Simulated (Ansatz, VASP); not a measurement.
**Two plane-wave programs on TiBr**

```
Ti Br
1.0
     3.26478    0.00000    0.00000
     0.00000    3.26478    0.00000
     0.00000    0.00000    3.26478
Ti Br
1 1
Direct
  0.00000 0.00000 0.00000
  0.50000 0.50000 0.50000
```

Change from the starting cell: species swapped into the YbAg type (Pm-3m, No. 221).

Alike in both runs: functional PBE; k mesh 6 × 6 × 6; occupations gaussian, width 0.1 eV; no spin polarisation.

Ansatz relaxed the structure, and its values are those at the end. VASP's run is a single point on that final structure, the one shown.

|  | VASP | Ansatz |
| --- | --- | --- |
| version | VASP 6.6.1 | Ansatz 0.2.0 |
| potentials or method | VASP PAW PBE potentials, release 64 (Ti_sv, Br) | scalar-relativistic, plane waves, PAW |
| plane-wave cutoff (eV) | 520 | 420 |
| valence electrons in the cell | 19 | 19 |

```csv
,VASP,Ansatz,Ansatz less VASP
gap on the k mesh at the Fermi level (eV),none,none,-
pressure (GPa),0.5,0.4,-0.06
```

A gap of «none» marks a metal or a gap that the smearing closes. The functional is the same, so the differences come from potentials, cutoffs and numerics.

Caveats: an odd number of electrons without spin polarisation forces a metal; a magnetic or distorted state may lie lower; semilocal functionals often make such compounds metallic where correlation or magnetic order opens a gap, which also shifts bond lengths.
